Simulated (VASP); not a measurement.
# GW on Te

Wanted: how far GW moves the Kohn-Sham levels of Te. The cell has space group P3_121. The start is a cell from a database of measured crystal structures.

Program: VASP 6.6.1. Level of theory: PBE; plane waves and PAW (Te_GW), in the first sound run; inputs show where later runs differ. Results are calculated unless marked as measured.

Most raw output is cut from this account.

## Step 1: The starting structure

The structure is trigonal, space group P3_121 (No. 152). The conventional cell has a = 4.457 Å, b = 4.457 Å, c = 5.929 Å, α = 90.00°, β = 90.00°, γ = 120.00°. Nearest to Te lie 2 Te at 2.84 Å.

Coordinates:

```
Te
1.0
     4.45720    0.00000    0.00000
    -2.22860    3.86005    0.00000
     0.00000    0.00000    5.92900
Te
3
Direct
  0.26330 0.00000 0.33333
  0.00000 0.26330 0.66667
  0.73670 0.73670 0.00000
```

## Step 2: Ground state

The orbitals come from a self-consistent PBE run with a tight EDIFF and a narrow smearing. KPOINTS_OPT adds the bands along a path, which shows whether the mesh holds the band edges.

Contents of INCAR:

```
SYSTEM = Te
PREC = Accurate
ENCUT = 300
EDIFF = 1E-08
NELM = 100
ISMEAR = 0
SIGMA = 0.01
LREAL = .FALSE.
ALGO = Normal
GGA = PE
NBANDS = 15
LORBIT = 11
LWAVE = .TRUE.
LCHARG = .FALSE.
KPAR = 4
```

Contents of POSCAR:

```
Te
1.0
    4.4572000000      0.0000000000      0.0000000000
   -2.2286000000      3.8600484297      0.0000000000
    0.0000000000      0.0000000000      5.9290000000
Te
3
Direct
    0.2633000000      0.0000000000      0.3333333333
    0.0000000000      0.2633000000      0.6666666667
    0.7367000000      0.7367000000      0.0000000000
```

Contents of KPOINTS:

```
Automatic mesh
0
Gamma
3 3 4
0 0 0
```

Contents of KPOINTS_OPT:

```
Line mode
12
Line-mode
Reciprocal
  0.00000000   0.00000000   0.00000000 GAMMA
  0.50000000   0.00000000   0.00000000 M

  0.50000000   0.00000000   0.00000000 M
  0.33333333   0.33333333   0.00000000 K

  0.33333333   0.33333333   0.00000000 K
  0.00000000   0.00000000   0.00000000 GAMMA

  0.00000000   0.00000000   0.00000000 GAMMA
  0.00000000   0.00000000   0.50000000 A

  0.00000000   0.00000000   0.50000000 A
  0.50000000   0.00000000   0.50000000 L

  0.50000000   0.00000000   0.50000000 L
  0.33333333   0.33333333   0.50000000 H

  0.33333333   0.33333333   0.50000000 H
  0.00000000   0.00000000   0.50000000 A

  0.50000000   0.00000000   0.50000000 L
  0.50000000   0.00000000   0.00000000 M

  0.33333333   0.33333333   0.00000000 K
  0.33333333   0.33333333   0.50000000 H
```

The projector-augmented-wave data sets are Te_GW (PBE family, release 64).

Started as:

```bash
$ mpirun -np 8 vasp_std
```

Wall time 5.2 s (8 MPI ranks of Intel Xeon 6975P-C (Granite Rapids), shared host); peak memory 1.1 GiB; 37 s of CPU time.

Numbers from this step:

- free energy (TOTEN): -9.405 eV
- Fermi energy: 5.987 eV
- pressure: 1.769 GPa
- least gap on mesh and path: 0.1193 eV
- least direct gap on mesh and path: 0.1437 eV

The highest empty bands on the path are converged less tightly, to about 0.1 eV. The electronic bands at the labelled points (eV, zero at the valence-band top; v1 is the highest filled band, c1 the lowest empty one):

| point | v4 | v3 | v2 | v1 | c1 | c2 | c3 | c4 |
| --- | --- | --- | --- | --- | --- | --- | --- | --- |
| Γ | -2.82 | -1.67 | -1.67 | -0.76 | 1.00 | 1.00 | 1.64 | 4.96 |
| 0.45 of the way | -3.32 | -1.41 | -1.06 | -0.84 | 0.89 | 1.09 | 1.78 | 4.01 |
| M | -3.56 | -3.49 | -1.14 | -0.87 | 0.90 | 1.01 | 3.03 | 3.74 |
| 0.45 of the way | -3.43 | -3.37 | -1.85 | -1.75 | 1.65 | 2.01 | 3.57 | 3.69 |
| K | -3.07 | -3.07 | -2.90 | -2.64 | 2.85 | 2.85 | 3.21 | 4.84 |
| 0.45 of the way | -3.09 | -1.97 | -1.56 | -1.56 | 1.66 | 1.77 | 2.10 | 4.25 |
| Γ | -2.82 | -1.67 | -1.67 | -0.76 | 1.00 | 1.00 | 1.64 | 4.96 |
| 0.55 of the way | -2.53 | -1.48 | -1.46 | -0.84 | 0.67 | 0.69 | 1.08 | 4.35 |
| A | -2.69 | -1.36 | -1.08 | -1.08 | 0.51 | 0.58 | 0.58 | 4.02 |
| 0.55 of the way | -3.24 | -2.09 | -1.91 | -1.27 | 1.32 | 1.98 | 2.17 | 4.50 |
| L | -3.68 | -2.41 | -2.07 | -0.24 | 0.74 | 1.91 | 2.55 | 4.56 |
| 0.55 of the way | -4.49 | -1.41 | -1.19 | -0.11 | 0.68 | 1.56 | 2.01 | 4.98 |
| H | -5.00 | -1.08 | -0.02 | -0.02 | 0.12 | 1.43 | 1.43 | 5.87 |
| 0.55 of the way | -3.60 | -2.01 | -1.74 | -0.85 | 0.78 | 2.05 | 2.25 | 4.64 |
| A | -2.69 | -1.36 | -1.08 | -1.08 | 0.51 | 0.58 | 0.58 | 4.02 |
| jump to L | -3.68 | -2.41 | -2.07 | -0.24 | 0.74 | 1.91 | 2.55 | 4.56 |
| 0.45 of the way | -3.57 | -1.99 | -1.85 | -1.42 | 1.24 | 2.00 | 2.51 | 3.91 |
| M | -3.56 | -3.49 | -1.14 | -0.87 | 0.90 | 1.01 | 3.03 | 3.74 |
| jump to K | -3.07 | -3.07 | -2.90 | -2.64 | 2.85 | 2.85 | 3.21 | 4.84 |
| 0.55 of the way | -4.26 | -2.44 | -1.37 | -0.92 | 1.57 | 2.28 | 2.39 | 5.40 |
| H | -5.00 | -1.08 | -0.02 | -0.02 | 0.12 | 1.43 | 1.43 | 5.87 |

The cell has a gap of 0.119 eV on mesh and path. Spin-orbit coupling is left out, which can shift or reorder these edges. Forces of up to 0.31 eV/Å remain in these settings.

## Step 3: Empty bands, functional PBE

ALGO = Exact makes the empty bands from the converged ground state in one step. LOPTICS writes the k-derivatives of the orbitals (WAVEDER), which give the long-wavelength limit of the screening.

Contents of INCAR:

```
SYSTEM = Te
PREC = Accurate
ENCUT = 300
ISMEAR = 0
SIGMA = 0.01
LREAL = .FALSE.
GGA = PE
NBANDS = 520
ALGO = Exact
NELM = 1
LWAVE = .TRUE.
LCHARG = .FALSE.
LOPTICS = .TRUE.
NEDOS = 1000
CSHIFT = 0.1
```

POSCAR is that of step 2.

KPOINTS is that of step 2.

Started as:

```bash
$ mpirun -np 8 vasp_std
```

The job ended after 5.6 s (8 MPI ranks; peak memory 1.4 GiB).

The gap is read on the k-mesh alone, so it is an upper bound where the band edges lie off the mesh.

A gap read on the k-mesh alone can miss the band edges.

This step gave:

| Quantity | Value |
| --- | --- |
| gap on the k-mesh | 0.1437 eV |
| least direct gap on the k-mesh | 0.1437 eV |

WAVECAR now holds 520 bands for 18 electrons. Its independent-particle dielectric tensor has xx, yy, zz = 1519.2, 1519.2, 49.0 on this mesh, which isn't tested for convergence in mesh or bands and lacks local fields. A value this large is set by the few k points at the smallest gap, and it enters the screening of any GW step.

## Step 4: evGW0

This step: evGW0 on PBE; plane waves and PAW (Te_GW) (VASP 6.6.1).

The lowest NBANDSGW levels in G are updated for four passes while W stays fixed, so the result depends less on the starting levels.

Contents of INCAR:

```
SYSTEM = Te
PREC = Accurate
ENCUT = 300
ISMEAR = 0
SIGMA = 0.01
LREAL = .FALSE.
GGA = PE
NBANDS = 520
ALGO = EVGW0
NELMGW = 4
ENCUTGW = 170
NOMEGA = 48
PRECFOCK = Fast
NBANDSGW = 24
LWAVE = .FALSE.
LCHARG = .FALSE.
```

POSCAR is that of step 3.

KPOINTS is that of step 3.

Started as:

```bash
$ mpirun -np 8 vasp_std
```

Wall time 5.2 min (8 MPI ranks); peak memory 3.6 GiB.

This step gave:

```
quasiparticle gap on the mesh                 : 0.4893 eV
smallest direct quasiparticle gap on the mesh : 0.4893 eV
gap of the starting orbitals on the mesh      : 0.1437 eV
```

QP gap by iteration, by row:

| iteration | gap (eV) | direct gap (eV) |
| --- | --- | --- |
| 1 | 0.4498 | 0.4498 |
| 2 | 0.4839 | 0.4839 |
| 3 | 0.4885 | 0.4885 |
| 4 | 0.4893 | 0.4893 |

GW takes the gap from 0.144 to 0.489 eV. The mesh misses a band edge: at the starting level the path gave a gap 0.02 eV smaller. Spin-orbit coupling is left out. The value holds for 520 bands, ENCUTGW = 170 eV and this mesh, and isn't shown to be converged in them. VASP warns that the automatic setting of its frequency mesh failed and advises more k points, so the value is in doubt.

## Step 5: Orbitals for another starting point

This step: PBE; plane waves and PAW (Te_GW) (VASP 6.6.1).

A hybrid converges faster from good orbitals, so a cheap PBE run writes WAVECAR first.

Contents of INCAR:

```
SYSTEM = Te
PREC = Accurate
ENCUT = 300
EDIFF = 1E-05
NELM = 100
ISMEAR = 0
SIGMA = 0.01
LREAL = .FALSE.
ALGO = Normal
GGA = PE
NBANDS = 15
LORBIT = 11
LWAVE = .TRUE.
LCHARG = .FALSE.
KPAR = 4
NCORE = 2
```

POSCAR is that of step 4.

KPOINTS is that of step 4.

Started as:

```bash
$ mpirun -np 8 vasp_std
```

Run time: 1.6 s. Hardware: 8 MPI ranks; peak memory 1.1 GiB.

This step gave:

| Item | Value |
| --- | --- |
| Fermi energy | 5.973 eV |
| pressure | 1.770 GPa |
| gap on the k-mesh | 0.1440 eV |
| least direct gap on the k-mesh | 0.1440 eV |

The run ends at a pressure of 1.77 GPa, with forces up to 0.31 eV/Å.

## Step 6: Another starting point

This step: HSE06; plane waves and PAW (Te_GW) (VASP 6.6.1).

To see how much the result owes to its start, the ground state is made again with HSE06. EDIFF is tight for accurate orbitals, and a narrow smearing avoids fractional occupations.

Contents of INCAR:

```
SYSTEM = Te
PREC = Accurate
ENCUT = 300
EDIFF = 1E-08
NELM = 100
ISMEAR = 0
SIGMA = 0.01
LREAL = .FALSE.
ALGO = Normal
LHFCALC = .TRUE.
AEXX = 0.25
GGA = PE
HFSCREEN = 0.2
LASPH = .TRUE.
NBANDS = 15
PRECFOCK = Fast
LORBIT = 11
LWAVE = .TRUE.
LCHARG = .FALSE.
KPAR = 4
```

POSCAR is that of step 5.

KPOINTS is that of step 5.

The run starts from files that an earlier step left in the folder.

Started as:

```bash
$ mpirun -np 8 vasp_std
```

It took 21 s on 8 MPI ranks; peak memory 1.9 GiB.

The k-mesh is coarse for exact exchange; levels may shift by about 0.1 eV on a finer one. The PAW data sets were made with PBE, which is usual practice but a small mismatch for other functionals.

Numbers from this step:

```yaml
free_energy_toten: -11.57 eV
fermi_energy: 5.613 eV
gap_on_the_k_mesh: 0.6255 eV
least_direct_gap_on_the_k_mesh: 0.6255 eV
```

## Step 7: Empty bands, functional HSE06

The next step needs empty bands that the ground-state run didn't converge, so the Hamiltonian is diagonalised exactly for NBANDS bands, in a single step. LOPTICS writes the k-derivatives of the orbitals (WAVEDER), which give the long-wavelength limit of the screening.

Contents of INCAR:

```
SYSTEM = Te
PREC = Accurate
ENCUT = 300
ISMEAR = 0
SIGMA = 0.01
LREAL = .FALSE.
LHFCALC = .TRUE.
AEXX = 0.25
GGA = PE
HFSCREEN = 0.2
LASPH = .TRUE.
NBANDS = 520
PRECFOCK = Fast
ALGO = Exact
NELM = 1
LWAVE = .TRUE.
LCHARG = .FALSE.
LOPTICS = .TRUE.
NEDOS = 1000
CSHIFT = 0.1
```

POSCAR is that of step 6.

KPOINTS is that of step 6.

The run starts from files that an earlier step left in the folder.

Started as:

```bash
$ mpirun -np 8 vasp_std
```

Wall time 96 s (8 MPI ranks); peak memory 2.5 GiB.

## Step 8: G0W0

This step: G0W0 on HSE06; plane waves and PAW (Te_GW) (VASP 6.6.1).

G0W0 keeps orbitals and screening fixed and shifts each of the lowest NBANDSGW levels once.

Contents of INCAR:

```
SYSTEM = Te
PREC = Accurate
ENCUT = 300
ISMEAR = 0
SIGMA = 0.01
LREAL = .FALSE.
LHFCALC = .TRUE.
AEXX = 0.25
GGA = PE
HFSCREEN = 0.2
LASPH = .TRUE.
NBANDS = 520
PRECFOCK = Fast
ALGO = EVGW0
NELMGW = 1
ENCUTGW = 170
NOMEGA = 48
NBANDSGW = 24
LWAVE = .FALSE.
LCHARG = .FALSE.
```

POSCAR is that of step 7.

KPOINTS is that of step 7.

The run starts from files that an earlier step left in the folder.

Started as:

```bash
$ mpirun -np 8 vasp_std
```

Elapsed: 1.8 min, on 8 MPI ranks; peak memory 4.3 GiB.

This step gave:

| Quantity | Value |
| --- | --- |
| quasiparticle gap on the mesh | 0.6770 eV |
| smallest direct quasiparticle gap on the mesh | 0.6770 eV |
| gap of the starting orbitals on the mesh | 0.6255 eV |

GW takes the gap from 0.625 to 0.677 eV. That is +227 meV against the one-shot pass on PBE. Spin-orbit coupling is left out. The value holds for 520 bands, ENCUTGW = 170 eV and this mesh, and isn't shown to be converged in them. VASP warns that the automatic setting of its frequency mesh failed and advises more k points, so the value is in doubt.

## Step 9: Summary

This step: GW series: evGW0 on PBE, G0W0 on HSE06; plane waves and PAW (VASP 6.6.1).

No new run; the numbers come from the runs before.

Cost is wall time times ranks on a shared host, with the step that makes the empty bands. GW runs:

| level | bands | ENCUTGW (eV) | NOMEGA | k mesh | starting gap (eV) | quasiparticle gap (eV) | direct gap (eV) | cost (core minutes) |
| --- | --- | --- | --- | --- | --- | --- | --- | --- |
| evGW0 on PBE | 520 | 170 | 48 | 3x3x4 | 0.1437 | 0.4893 | 0.4893 | 42.08 |
| G0W0 on HSE06 | 520 | 170 | 48 | 3x3x4 | 0.6255 | 0.677 | 0.677 | 27.33 |

## Step 10: Results

```yaml
evgw0_on_pbe_520_bands_encutgw_170_ev_nomega_48_mesh_3x3x4: 0.144 → 0.489 eV
g0w0_on_hse06_520_bands_encutgw_170_ev_nomega_48_mesh_3x3x4: 0.625 → 0.677 eV
```

evGW0 gives a quasiparticle gap of 0.489 eV on the mesh, 0.35 eV over the PBE gap on the same mesh. On mesh and path the starting valence top lies at (0.333, 0.333, 0.455) and the conduction bottom at (0.333, 0.333, 0.5), so the starting gap is indirect. The GW mesh misses an edge: at the starting level the gap along the path is 0.02 eV smaller, and with that offset the quasiparticle gap would be about 0.46 eV. Over the final values of the levels run here the gap spans 0.489 to 0.677 eV. In evGW0 the first pass, which is the one-shot result, gives 0.450 eV and pass 4 gives 0.489 eV; the last pass changed the gap by +1 meV, so the loop is converged. One-shot gaps: 0.450 eV from PBE and 0.677 eV from HSE06. The starting gaps span 0.48 eV and the one-shot gaps 0.23 eV. Bands, response cutoff and mesh weren't tested for convergence. The orbitals give an independent-particle dielectric component as large as 1519 on this mesh, where the few k points at the small direct gap weigh too much; the screening isn't converged. Spin-orbit coupling is left out; with Te in the cell it can split or shift band edges, by an amount that depends on which atoms form them and isn't tested here. The atoms weren't relaxed and carry forces of up to 0.31 eV/Å at PBE in the first static run, so the numbers belong to the given coordinates, and a relaxation would change them. VASP warned that the automatic setting of its frequency mesh failed, and advised more k points, in all GW runs. Those values are in doubt. Not tabulated here, as repeats of values shown or as unfit to read for their mesh, reference level or band range: eps2 curves (empty bands); eps1 curves and static values (empty bands); gaps (empty bands).

[Lines on the potential files, build, host, timing and source positions are cut from VASP's logs without a mark.]

[Logs are printed without paths, hosts, clocks, repeated set-up lines and the standing remarks that a program may print on its own settings, such as how far it seeks lower states.]

[Hosts, paths, dates, database ids (printed as entryN), source tags and the programs' standing remarks are cut or masked in the printed files.]

[Pressures printed for these runs are not shown converged in the cutoff: they can be off by several GPa and have the wrong sign.]
